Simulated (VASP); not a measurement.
The system is Zr3MoC.

```
CELL_PARAMETERS angstrom
4.94251 0.00000 0.00000
0.00000 4.94251 0.00000
0.00000 0.00000 4.94251
ATOMIC_POSITIONS crystal
Zr 0.50000 0.00000 0.00000
Zr 0.00000 0.50000 0.00000
Zr 0.00000 0.00000 0.50000
Mo 0.00000 0.00000 0.00000
C 0.50000 0.50000 0.50000
```

The cell was built by a generator and needn't be a form met in nature.

| Property | Result |
| --- | --- |
| Program | VASP 6.6.1 |
| Task | relaxation of cell and atoms |
| Functional | PBE |
| Dispersion | D3(BJ) |
| Potentials or basis | VASP PAW PBE potentials, release 64 (Zr_sv, Mo_sv, C) |
| Cutoff | 600 eV |
| k mesh | 5 × 5 × 5 |
| Occupations | fermi-dirac, width 0.05 eV |
| Spin | no spin polarisation |

At the start: pressure -2.0 GPa; volume 24.15 Å³/atom.

Q: How do energy, volume and symmetry change on relaxing?

A: Over 3 steps the energy falls by 4.0 meV/atom and the volume is 23.53 Å³/atom (-2.6 %); space group Pm-3m (No. 221, to 0.05 Å).

Step by step:
| step | energy change (eV) | largest force (eV/Å) | pressure (GPa) | volume (Å³) |
| --- | --- | --- | --- | --- |
| 1 | 0.0000 | 0.0000 | -2.00 | 120.74 |
| 2 | -0.0102 | 0.0000 | 1.48 | 115.53 |
| 3 | -0.0198 | 0.0000 | -0.01 | 117.64 |

Final structure:
```yaml
crystal:
  lattice:
    - [4.89983, 0.00000, 0.00000]
    - [0.00000, 4.89983, 0.00000]
    - [0.00000, 0.00000, 4.89983]
  atoms:
    - { symbol: Zr, position: [0.50000, 0.00000, 0.00000] }
    - { symbol: Zr, position: [0.00000, 0.50000, 0.00000] }
    - { symbol: Zr, position: [0.00000, 0.00000, 0.50000] }
    - { symbol: Mo, position: [0.00000, 0.00000, 0.00000] }
    - { symbol: C, position: [0.50000, 0.50000, 0.50000] }
```

Caveat: pairwise dispersion overbinds metals, which lowers pressure and volume.
